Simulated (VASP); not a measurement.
Computed with PBE GGA, VASP's PBE PAW potentials (set 64) (plane waves; VASP).

A VASP calculation is set up with these files.

**POSCAR**
```
MoSi2
1
   -1.5966540000     1.5966540000     3.9045900000
    1.5966540000    -1.5966540000     3.9045900000
    1.5966540000     1.5966540000    -3.9045900000
Si Mo
2 1
Direct
  0.6650000000   0.6650000000   0.0000000000
  0.3350000000   0.3350000000   0.0000000000
  0.0000000000   0.0000000000   0.0000000000
```

INCAR:
```
# general
SYSTEM  = MoSi2
PREC    = Accurate
ENCUT   = 300
LREAL   = F
LASPH   = T

# electronic loop
EDIFF   = 1E-6
NELM    = 100
ALGO    = Normal
LMAXMIX = 4

# smearing
ISMEAR  = 0
SIGMA   = 0.1

# functional
GGA     = PE

# ions
ISIF    = 2

# output
LWAVE   = F
LCHARG  = F
LORBIT  = 11
NEDOS   = 601
```

**KPOINTS**
```
Automatic mesh
0
Gamma
15 15 15
0 0 0
```

POTCAR, in this order: Si Mo_sv (PBE.64 set). Program: vasp_std.

Output

### OSZICAR
```
       N       E                     dE             d eps       ncg     rms          rms(c)
DAV:   1     0.678433644038E+02    0.67843E+02   -0.86428E+03  9568   0.917E+02
DAV:   2    -0.227317524802E+02   -0.90575E+02   -0.89212E+02 10992   0.250E+02
DAV:   3    -0.241144128313E+02   -0.13827E+01   -0.13591E+01 11069   0.287E+01
DAV:   4    -0.241209006794E+02   -0.64878E-02   -0.64866E-02 10509   0.209E+00
DAV:   5    -0.241209479820E+02   -0.47303E-04   -0.47302E-04 11111   0.157E-01    0.216E+01
DAV:   6    -0.233824829249E+02    0.73847E+00   -0.71535E+00 10110   0.183E+01    0.496E+00
DAV:   7    -0.232624243235E+02    0.12006E+00   -0.10388E+00  9727   0.652E+00    0.454E+00
DAV:   8    -0.232282702864E+02    0.34154E-01   -0.11068E-01 10369   0.272E+00    0.452E-01
DAV:   9    -0.232275796440E+02    0.69064E-03   -0.19552E-03 10593   0.376E-01    0.244E-01
DAV:  10    -0.232275316126E+02    0.48031E-04   -0.60343E-04 10460   0.227E-01    0.528E-02
DAV:  11    -0.232275201569E+02    0.11456E-04   -0.20906E-04 10418   0.115E-01    0.365E-02
DAV:  12    -0.232275163032E+02    0.38537E-05   -0.26778E-05  9802   0.379E-02    0.654E-03
DAV:  13    -0.232275158798E+02    0.42334E-06   -0.49844E-07  5272   0.642E-03
   1 F= -.23227516E+02 E0= -.23226893E+02  d E =-.124541E-02
```

### OUTCAR
```
------------------------ aborting loop because EDIFF is reached ----------------------------------------
  FORCE on cell =-STRESS in cart. coord.  units (eV):
  Direction    XX          YY          ZZ          XY          YZ          ZX
  --------------------------------------------------------------------------------------
  Total        1.1271354      1.1271354      1.3703176      0.0000000      0.0000000      0.0000000
  in kB       45.3554633     45.3554633     55.1410171      0.0000000      0.0000000      0.0000000
  external PRESSURE =      48.6173146 kB  Pullay stress =       0.0000000 kB
  volume of cell :       39.82
      direct lattice vectors                 reciprocal lattice vectors
    -1.596654000  1.596654000  3.904590000     0.000000000  0.313154885  0.128054418
     1.596654000 -1.596654000  3.904590000     0.313154885  0.000000000  0.128054418
     1.596654000  1.596654000 -3.904590000     0.313154885  0.313154885  0.000000000
 POSITION                                       TOTAL-FORCE (eV/Angst)
 -----------------------------------------------------------------------------------
      0.00000      0.00000      5.19310        -0.000000     -0.000000      0.046393
      0.00000      0.00000      2.61608         0.000000      0.000000     -0.046393
      0.00000      0.00000      0.00000         0.000000      0.000000     -0.000000
 -----------------------------------------------------------------------------------
    total drift:                                0.000000      0.000000     -0.000000
  FREE ENERGIE OF THE ION-ELECTRON SYSTEM (eV)
  ---------------------------------------------------
  free  energy   TOTEN  =       -23.2275158798 eV

  energy  without entropy=      -23.2262704717  energy(sigma->0) =      -23.22689318

 total charge

# of ion       s       p       d       tot
------------------------------------------
    1        0.742   0.889   0.000   1.632
    2        0.742   0.889   0.000   1.632
    3        2.289   6.211   4.190  12.690
--------------------------------------------------
tot          3.774   7.990   4.190  15.954
```
(Selected blocks of OUTCAR.)

At this cut-off the stress carries a Pulay error, which pulls relaxed volumes low.

The structure is a typed MoSi2 crystal. The cell was not relaxed at this level. The run is one of a series of settings (NEDOS = 601, KPOINTS 15×15×15 Γ-centred mesh against the base run), some of them coarse on purpose.
